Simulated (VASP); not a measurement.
# GaB5 (F-43m) in VASP: density of states with PBE

Aim: the density of states of GaB5 with PBE.

Everything below comes from runs of VASP 6.6.1. Logs are shortened: lines on timing, memory, paths and dates and some standing lists are left out, and cuts for length are marked.

### Step 1. Starting point

Symmetry: F-43m, No. 216, cubic system. Conventional cell: a = 7.171 Å, b = 7.171 Å, c = 7.171 Å, α = 90.00°, β = 90.00°, γ = 90.00°. Ga (site symmetry -43m) has 4 B at 2.06 Å as nearest neighbours. B (site symmetry 3m) is surrounded by 3 B at 1.71 Å. Around B (site symmetry -43m) lie 12 B at 2.93 Å.

The cell was built by a generator and needn't be a form met in nature.

### Step 2. Density of states, PBE

Input file POSCAR:

```
GaB5
1.0
    0.0000000000      3.5854800869      3.5854800869
    3.5854800869      0.0000000000      3.5854800869
    3.5854800869      3.5854800869      0.0000000000
Ga B
1 5
Direct
    0.7500000000      0.7500000000      0.7500000000
    0.5842244291      0.2473267126      0.5842244291
    0.5842244291      0.5842244291      0.5842244291
    0.2473267126      0.5842244291      0.5842244291
    0.5842244291      0.5842244291      0.2473267126
    0.2500000000      0.2500000000      0.2500000000
```

Input file INCAR.step1:

```
PREC = Accurate
ENCUT = 520
EDIFF = 1E-7
ISMEAR = 0
SIGMA = 0.1
LREAL = F
LASPH = T
NELM = 60
ALGO = Normal
ISIF = 2
LWAVE = F
LCHARG = T
GGA = PE
NBANDS = 23
```

Input file KPOINTS.step1:

```
regular mesh
0
Gamma
  10 10 10
```

Input file INCAR.step2:

```
PREC = Accurate
ENCUT = 520
EDIFF = 1E-7
ISMEAR = -5
SIGMA = 0.1
LREAL = F
LASPH = T
NELM = 60
ALGO = Normal
ISIF = 2
LWAVE = F
LCHARG = F
GGA = PE
LORBIT = 10
NEDOS = 1001
ICHARG = 11
```

Input file KPOINTS.step2:

```
regular mesh
0
Gamma
  15 15 15
```

Potentials or basis: VASP PAW PBE potentials, release 64 (Ga_d, B).

Command:

```console
$ cat potpaw_PBE.64/Ga_d/POTCAR potpaw_PBE.64/B/POTCAR > POTCAR
$ cp INCAR.step1 INCAR
$ cp KPOINTS.step1 KPOINTS
$ mpirun -np 1 vasp_std > vasp.out
$ cp INCAR.step2 INCAR
$ cp KPOINTS.step2 KPOINTS
$ mpirun -np 1 vasp_std > vasp.out
```

OUTCAR:

```text
PREC = Accurate
   ENCUT = 520
   EDIFF = 1E-7
   ISMEAR = -5
   LREAL = F
   LASPH = T
   NELM = 60
   ISIF = 2
   GGA = PE
   LORBIT = 10
   ICHARG = 11

 ion  position               nearest neighbor table
   1  0.750  0.750  0.750-   2 2.06   4 2.06   5 2.06   3 2.06
   2  0.584  0.247  0.584-   3 1.71   4 1.71   5 1.71   1 2.06
   3  0.584  0.584  0.584-   2 1.71   4 1.71   5 1.71   1 2.06
   4  0.247  0.584  0.584-   2 1.71   3 1.71   5 1.71   1 2.06
   5  0.584  0.584  0.247-   2 1.71   3 1.71   4 1.71   1 2.06
   6  0.250  0.250  0.250-

  LATTYP: Found a face centered cubic cell.
 ALAT       =     7.1709601738

  Lattice vectors:

 A1 = (   0.0000000000,   3.5854800869,   3.5854800869)
 A2 = (   3.5854800869,   0.0000000000,   3.5854800869)
 A3 = (   3.5854800869,   3.5854800869,   0.0000000000)

Analysis of symmetry for initial positions (statically):
=====================================================================
 Subroutine PRICEL returns:
 Original cell was already a primitive cell.

 Routine SETGRP: Setting up the symmetry group for a
 face centered cubic supercell.

 Subroutine GETGRP returns: Found 24 space group operations
 (whereof 24 operations were pure point group operations)
 out of a pool of 48 trial point group operations.

The static configuration has the point symmetry T_d .

Analysis of symmetry for dynamics (positions and initial velocities):
=====================================================================
 Subroutine PRICEL returns:
 Original cell was already a primitive cell.

 Routine SETGRP: Setting up the symmetry group for a
 face centered cubic supercell.

 Subroutine GETGRP returns: Found 24 space group operations
 (whereof 24 operations were pure point group operations)
 out of a pool of 48 trial point group operations.

The dynamic configuration has the point symmetry T_d .

 Subroutine INISYM returns: Found 24 space group operations
 (whereof 24 operations are pure point group operations),
 and found     1 'primitive' translations

----------------------------------------------------------------------------------------

                                     Primitive cell

  volume of cell :      92.1875

  direct lattice vectors                    reciprocal lattice vectors
     0.000000000  3.585480087  3.585480087    -0.139451339  0.139451339  0.139451339
     3.585480087  0.000000000  3.585480087     0.139451339 -0.139451339  0.139451339
     3.585480087  3.585480087  0.000000000     0.139451339  0.139451339 -0.139451339

  length of vectors
     5.070634567  5.070634567  5.070634567     0.241536805  0.241536805  0.241536805

  position of ions in fractional coordinates (direct lattice)
     0.750000000  0.750000000  0.750000000
     0.584224429  0.247326713  0.584224429
     0.584224429  0.584224429  0.584224429
     0.247326713  0.584224429  0.584224429
     0.584224429  0.584224429  0.247326713
     0.250000000  0.250000000  0.250000000

  ion indices of the primitive-cell ions
   primitive index   ion index
                 1           1
                 2           2
                 3           3
                 4           4
                 5           5
                 6           6

----------------------------------------------------------------------------------------

 KPOINTS: regular mesh

Automatic generation of k-mesh.
 Grid dimensions read from file:
 generate k-points for:   15   15   15

 Generating k-lattice:

  Cartesian coordinates                     Fractional coordinates (reciprocal lattice)
    -0.009296756  0.009296756  0.009296756     0.066666667  0.000000000  0.000000000
     0.009296756 -0.009296756  0.009296756     0.000000000  0.066666667  0.000000000
     0.009296756  0.009296756 -0.009296756     0.000000000  0.000000000  0.066666667

  Length of vectors
     0.016102454  0.016102454  0.016102454

  Shift w.r.t. Gamma in fractional coordinates (k-lattice)
     0.000000000  0.000000000  0.000000000

 TETIRR: Found    484 inequivalent tetrahedra from    20250

 Subroutine IBZKPT returns following result:
 ===========================================

 Found    120 irreducible k-points:

 Following reciprocal coordinates:
            Coordinates               Weight
  0.000000  0.000000  0.000000      1.000000
  0.066667  0.000000  0.000000      8.000000
  0.133333  0.000000  0.000000      8.000000
  0.200000  0.000000  0.000000      8.000000
  0.266667  0.000000  0.000000      8.000000
  0.333333  0.000000  0.000000      8.000000
[... 16 lines left out ...]
  0.133333  0.133333  0.000000      6.000000
  0.200000  0.133333  0.000000     24.000000
 [... further k-points ...]
   k-points           NKPTS =    120   k-points in BZ     NKDIM =    120   number of bands    NBANDS=     18
   number of dos      NEDOS =   1001   number of ions     NIONS =      6
   total plane-waves  NPLWV =  64000
   dimension x,y,z NGX =    40 NGY =   40 NGZ =   40
   dimension x,y,z NGXF=    80 NGYF=   80 NGZF=   80
   ions per type =               1   5
   NGX,Y,Z   is equivalent  to a cutoff of  13.11, 13.11, 13.11 a.u.
   NGXF,Y,Z  is equivalent  to a cutoff of  26.23, 26.23, 26.23 a.u.
 SYSTEM =  unknown system
   PREC   = accura    normal or accurate (medium, high low for compatibility)
   ISTART =      0    job   : 0-new  1-cont  2-samecut
   ICHARG =     11    charge: 1-file 2-atom 10-const
   ISPIN  =      1    spin polarized calculation?
   LNONCOLLINEAR =      F non collinear calculations
   LSORBIT =      F    spin-orbit coupling
   LASPH  =      T    aspherical Exc in radial PAW
   ENCUT  =  520.0 eV  38.22 Ry    6.18 a.u.   9.43  9.43  9.43*2*pi/ulx,y,z
   NELM   =     60;   NELMIN=  2; NELMDL=  0     # of ELM steps
   EDIFF  = 0.1E-06   stopping-criterion for ELM
   LREAL  =      F    real-space projection
   EDIFFG = 0.1E-05   stopping-criterion for IOM
   NSW    =      0    number of steps for IOM
   IBRION =     -1    ionic relax: 0-MD 1-quasi-New 2-CG
   NFREE  =      0    steps in history (QN), initial steepest desc. (CG)
   ISIF   =      2    stress and relaxation
   ISYM   =      2    0-nonsym 1-usesym 2-fastsym
   POTIM  = 0.5000    time-step for ionic-motion
   TEBEG  =    0.0;   TEEND  =   0.0 temperature during run
   PSTRESS=    0.0 pullay stress
   NELECT =      28.0000    total number of electrons
   NUPDOWN=      -1.0000    fix difference up-down
   EMIN   =  10.00;   EMAX   =-10.00  energy-range for DOS
   EFERMI =   0.00;   METHOD = LEGACY
   ISMEAR =    -5;   SIGMA  =   0.10  broadening in eV -4-tet -1-fermi 0-gaus
   EFERMI_NEDOS =   21; number of points for ismear=-14 and -15
   IALGO  =     38    algorithm
   IMIX   =      4    mixing-type and parameters
     AMIX     =   0.40;   BMIX     =  1.00
     AMIX_MAG =   1.60;   BMIX_MAG =  1.00
  volume/ion in A,a.u.               =      15.36       103.69
  Fermi-wavevector in a.u.,A,eV,Ry     =   1.100450  2.079548 16.476513  1.210990
  Thomas-Fermi vector in A             =   2.236861
   LORBIT       =     10    0 simple, 1 ext, 2 COOP (PROOUT), +10 PAW based schemes
   GGA     = PE    functional components
   LHFCALC =     F    Hartree Fock is set to
   AEXX    =    0.0000 exact exchange contribution
   IVDW    =     0    specifies the selected vdW correction
   LEPSILON=     F    determine dielectric tensor
   LRPA    =     F    only Hartree local field effects (RPA)
 non-spin polarized calculation
 Fermi weights with tetrahedron method with Bloechl corrections
  energy-cutoff  :      520.00
  volume of cell :       92.19
 maximum number of plane-waves:      2513
 NGX is ok and might be reduce to    40

 number of electron      27.9999998 magnetization

 Free energy of the ion-electron system (eV)
  ---------------------------------------------------
  ext. energy  EPLUGINS =         0.00000000
  ---------------------------------------------------
  free energy    TOTEN  =       -26.09956794 eV

  energy without entropy =      -26.09956794  energy(sigma->0) =      -26.09956794

 E-fermi :   1.5338     XC(G=0):  -8.8844

 val. band max:        1.5678799423   @ k =  -0.4000   0.4667   0.1333
 cond. band min:       1.5498401349   @ k =   0.2000   0.1333   0.0000
 fundamental gap:     -0.0180398074
 Fermi energy:         1.5338377421

 k-point     1 :       0.0000    0.0000    0.0000
  band No.  band energies     occupation
      1     -12.1446      2.00000
      2     -12.1446      2.00000
      3     -12.1446      2.00000
      4     -12.0300      2.00000
      5     -12.0300      2.00000
      6     -11.4230      2.00000
[... 10 lines left out ...]
     17       3.5085      0.00000
     18       3.5085      0.00000

 k-point     2 :       0.0667    0.0000    0.0000
  band No.  band energies     occupation
      1     -12.1457      2.00000
      2     -12.1443      2.00000
      3     -12.1443      2.00000
      4     -12.0300      2.00000
      5     -12.0300      2.00000
      6     -11.4123      2.00000
[... 10 lines left out ...]
     17       3.5330      0.00000
     18       3.5816      0.00000

 k-point     3 :       0.1333    0.0000    0.0000
  band No.  band energies     occupation
      1     -12.1487      2.00000
      2     -12.1437      2.00000
      3     -12.1437      2.00000
      4     -12.0300      2.00000
      5     -12.0300      2.00000
      6     -11.3818      2.00000
[... 10 lines left out ...]
     17       3.3277      0.00000
     18       3.7486      0.00000

 k-point     4 :       0.2000    0.0000    0.0000
  band No.  band energies     occupation
      1     -12.1529      2.00000
      2     -12.1428      2.00000
      3     -12.1428      2.00000
      4     -12.0300      2.00000
      5     -12.0300      2.00000
      6     -11.3360      2.00000
[... 10 lines left out ...]
     17       3.1860      0.00000
     18       3.9152      0.00000

 k-point     5 :       0.2667    0.0000    0.0000
  band No.  band energies     occupation
      1     -12.1573      2.00000
      2     -12.1418      2.00000
      3     -12.1418      2.00000
      4     -12.0301      2.00000
      5     -12.0301      2.00000
      6     -11.2821      2.00000
[... 10 lines left out ...]
     17       3.1212      0.00000
     18       4.0050      0.00000

 k-point     6 :       0.3333    0.0000    0.0000
  band No.  band energies     occupation
      1     -12.1611      2.00000
      2     -12.1408      2.00000
      3     -12.1408      2.00000
      4     -12.0300      2.00000
      5     -12.0300      2.00000
      6     -11.2291      2.00000
[... 307 lines left out ...]
 k-point    21 :      -0.1333    0.0667    0.0000
  band No.  band energies     occupation
      1     -12.1509      2.00000
      2     -12.1434      2.00000
      3     -12.1429      2.00000
      4     -12.0303      2.00000
      5     -12.0298      2.00000
      6     -11.3594      2.00000
[... 10 lines left out ...]
     17       3.3250      0.00000
     18       3.6904      0.00000

 k-point    22 :      -0.0667    0.0667    0.0000
  band No.  band energies     occupation
      1     -12.1475      2.00000
      2     -12.1441      2.00000
      3     -12.1438      2.00000
      4     -12.0302      2.00000
      5     -12.0299      2.00000
      6     -11.3950      2.00000
[... 10 lines left out ...]
     17       3.4556      0.00000
     18       3.5541      0.00000

 k-point    23 :       0.1333    0.1333    0.0000
  band No.  band energies     occupation
      1     -12.1508      2.00000
      2     -12.1430      2.00000
      3     -12.1430      2.00000
      4     -12.0308      2.00000
      5     -12.0294      2.00000
      6     -11.3682      2.00000
[... 10 lines left out ...]
     17       3.5850      0.00000
     18       3.6104      0.00000

 k-point    24 :       0.2000    0.1333    0.0000
  band No.  band energies     occupation
      1     -12.1540      2.00000
      2     -12.1422      2.00000
      3     -12.1421      2.00000
      4     -12.0311      2.00000
      5     -12.0291      2.00000
      6     -11.3343      2.00000
[... 10 lines left out ...]
     17       3.4701      0.00000
     18       3.6606      0.00000

 [... further k-points ...]

------------------------ aborting loop because EDIFF is reached ----------------------------------------

  FORCE on cell =-STRESS in cart. coord.  units (eV):
  Direction    XX          YY          ZZ          XY          YZ          ZX
  --------------------------------------------------------------------------------------
  -------------------------------------------------------------------------------------
  Total        0.1237334      0.1237334      0.1237334      0.0000000      0.0000000     -0.0000000
  in kB        2.1504314      2.1504314      2.1504314      0.0000000      0.0000000     -0.0000000
  external PRESSURE =       2.1504314 kB  Pullay stress =       0.0000000 kB

 VOLUME and BASIS-vectors are now :
 -----------------------------------------------------------------------------
  energy-cutoff  :      520.00
  volume of cell :       92.19
      direct lattice vectors                 reciprocal lattice vectors
     0.000000000  3.585480087  3.585480087    -0.139451339  0.139451339  0.139451339
     3.585480087  0.000000000  3.585480087     0.139451339 -0.139451339  0.139451339
     3.585480087  3.585480087  0.000000000     0.139451339  0.139451339 -0.139451339

 POSITION                                       TOTAL-FORCE (eV/Angst)
 -----------------------------------------------------------------------------------
      5.37822      5.37822      5.37822        -0.000000     -0.000000     -0.000000
      2.98151      4.18945      2.98151        -0.003768      0.003768     -0.003768
      4.18945      4.18945      4.18945         0.003768      0.003768      0.003768
      4.18945      2.98151      2.98151         0.003768     -0.003768     -0.003768
      2.98151      2.98151      4.18945        -0.003768     -0.003768      0.003768
      1.79274      1.79274      1.79274        -0.000000     -0.000000     -0.000000
 -----------------------------------------------------------------------------------
    total drift:                                0.000102      0.000102      0.000102

  FREE ENERGIE OF THE ION-ELECTRON SYSTEM (eV)
  ---------------------------------------------------
  free  energy   TOTEN  =       -26.0995679364 eV

  energy  without entropy=      -26.0995679364  energy(sigma->0) =      -26.09956794

 total charge

# of ion       s       p       d       tot
------------------------------------------
    1        0.900   1.082   9.975  11.958
    2        0.737   1.120   0.000   1.857
    3        0.737   1.120   0.000   1.857
    4        0.737   1.120   0.000   1.857
    5        0.737   1.120   0.000   1.857
    6        1.010   0.278   0.000   1.288
--------------------------------------------------
tot          4.859   5.839   9.975  20.673
```

It took 1.8 min on 1 thread of Intel Xeon 6975P-C (Granite Rapids), shared host; peak memory 0.35 GiB.

Results:

```yaml
Valence_electrons_inside_the_program's_atomic_spheres: Ga 11.96; B 1.86, 1.29
```

States per cell in windows of 1 eV (zero at the Fermi level; states under -8 eV left out):
| from (eV) | total | B6_p | B2_p | B3_p | B4_p | B5_p | Ga1_p |
| --- | --- | --- | --- | --- | --- | --- | --- |
| -8.0 | 1.97 | 0.01 | 0.06 | 0.06 | 0.06 | 0.06 | 0.00 |
| -7.0 | 1.47 | 0.00 | 0.05 | 0.05 | 0.05 | 0.05 | 0.03 |
| -6.0 | 1.72 | 0.03 | 0.08 | 0.08 | 0.08 | 0.08 | 0.07 |
| -5.0 | 2.60 | 0.05 | 0.16 | 0.16 | 0.16 | 0.16 | 0.09 |
| -4.0 | 1.74 | 0.03 | 0.10 | 0.10 | 0.10 | 0.10 | 0.12 |
| -3.0 | 1.19 | 0.02 | 0.08 | 0.08 | 0.08 | 0.08 | 0.10 |
| -2.0 | 2.68 | 0.08 | 0.20 | 0.20 | 0.20 | 0.20 | 0.37 |
| -1.0 | 2.62 | 0.06 | 0.26 | 0.26 | 0.26 | 0.26 | 0.29 |
| 0.0 | 3.14 | 0.22 | 0.29 | 0.29 | 0.29 | 0.29 | 0.10 |
| 1.0 | 2.35 | 0.59 | 0.13 | 0.13 | 0.13 | 0.13 | 0.05 |
| 2.0 | 2.57 | 0.92 | 0.10 | 0.10 | 0.10 | 0.10 | 0.05 |

Caveat: tetrahedron occupations give inexact forces and stress in metals.
